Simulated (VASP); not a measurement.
Computed with PBE GGA, VASP's PBE PAW potentials (set 64) (plane waves; VASP).

A VASP calculation is set up with these files.

File POSCAR:
```
CuI
1
    0.0000000000     3.0349511323     3.0349511323
    3.0349511323    -0.0000000000     3.0349511323
    3.0349511323     3.0349511323     0.0000000000
Cu I
1 1
Direct
  0.2500000000   0.2500000000   0.2500000000
  1.0000000000   0.0000000000   0.0000000000
```

**KPOINTS**
```
k-points along high-symmetry lines
15
Line-mode
Reciprocal
  0.000000   0.000000   0.000000 ! GAMMA
 -0.500000  -0.500000   0.000000 ! X

 -0.500000  -0.500000   0.000000 ! X
 -0.375000  -0.375000   0.250000 ! U

 -0.375000   0.000000   0.375000 ! K
  0.000000   0.000000   0.000000 ! GAMMA

  0.000000   0.000000   0.000000 ! GAMMA
  0.000000   0.000000   0.500000 ! L

  0.000000   0.000000   0.500000 ! L
 -0.500000  -0.250000   0.250000 ! W

 -0.500000  -0.250000   0.250000 ! W
 -0.500000  -0.500000   0.000000 ! X
```

### INCAR
```
SYSTEM = CuI
PREC = Accurate
ENCUT = 400
EDIFF = 1E-6
NELM = 100
ALGO = Normal
LREAL = .FALSE.
LASPH = .TRUE.
ISMEAR = 0
SIGMA = 0.05
GGA = PE
LMAXMIX = 4
LWAVE = .FALSE.
LCHARG = .FALSE.
ICHARG = 11
```

POTCAR, in this order: Cu I (PBE.64 set). Program: vasp_std. Read from the step before: CHGCAR.

Output

File OSZICAR:
```
       N       E                     dE             d eps       ncg     rms          rms(c)
DAV:   1     0.916198668738E+02    0.91620E+02   -0.65346E+03  2353   0.119E+03
DAV:   2     0.179138434140E+01   -0.89828E+02   -0.84173E+02  2363   0.245E+02
DAV:   3    -0.460454437441E+01   -0.63959E+01   -0.62463E+01  3189   0.714E+01
DAV:   4    -0.478499525532E+01   -0.18045E+00   -0.18032E+00  2548   0.116E+01
DAV:   5    -0.479354533209E+01   -0.85501E-02   -0.85495E-02  3428   0.291E+00
DAV:   6    -0.479391464855E+01   -0.36932E-03   -0.36932E-03  2925   0.462E-01
DAV:   7    -0.479391916920E+01   -0.45207E-05   -0.45206E-05  3558   0.503E-02
DAV:   8    -0.479391928632E+01   -0.11711E-06   -0.11710E-06  1827   0.652E-03
   1 F= -.47939193E+01 E0= -.47939193E+01  d E =-.148840E-11
```

File OUTCAR:
```
 val. band max:        4.3956120590   @ k =   0.0000   0.0000   0.0000

 cond. band min:       5.5270895285   @ k =   0.0000   0.0000   0.0000



 k-point     1 :       0.0000    0.0000    0.0000
  band No.  band energies     occupation
      1      -9.5985      2.00000
      2       0.7717      2.00000
      3       0.7717      2.00000
      4       0.7717      2.00000
      5       2.5596      2.00000
      6       2.5596      2.00000
      7       4.3956      2.00000
      8       4.3956      2.00000
      9       4.3956      2.00000
     10       5.5271      0.00000
     11       9.2686      0.00000
     12       9.2686      0.00000
     13       9.2686      0.00000

 k-point     2 :      -0.0357   -0.0357    0.0000
  band No.  band energies     occupation
      1      -9.5904      2.00000
      2       0.7422      2.00000
      3       0.7702      2.00000
      4       0.7703      2.00000
      5       2.5568      2.00000
      6       2.5607      2.00000
      7       4.3110      2.00000
      8       4.3678      2.00000
      9       4.3678      2.00000
     10       5.6543      0.00000
     11       9.1979      0.00000
     12       9.3172      0.00000
     13       9.3172      0.00000

 k-point     3 :      -0.0714   -0.0714    0.0000
  band No.  band energies     occupation
      1      -9.5665      2.00000
      2       0.6563      2.00000
      3       0.7659      2.00000
      4       0.7659      2.00000
      5       2.5487      2.00000
      6       2.5638      2.00000
      7       4.1299      2.00000
      8       4.2883      2.00000
      9       4.2883      2.00000
     10       5.9582      0.00000
     11       9.0113      0.00000
     12       9.4590      0.00000
     13       9.4590      0.00000

 k-point     4 :      -0.1071   -0.1071    0.0000
  band No.  band energies     occupation
      1      -9.5275      2.00000
      2       0.5213      2.00000
      3       0.7590      2.00000
      4       0.7590      2.00000
...
```

The density is held fixed in this step, so its total energy and stress have no physical meaning. Unless said otherwise, spin-orbit coupling is left out, though it shifts the bands of the heavy elements here.

The structure comes from a measured CuI entry (F-43m) of the Crystallography Open Database, whose conditions weren't checked. It was relaxed first.
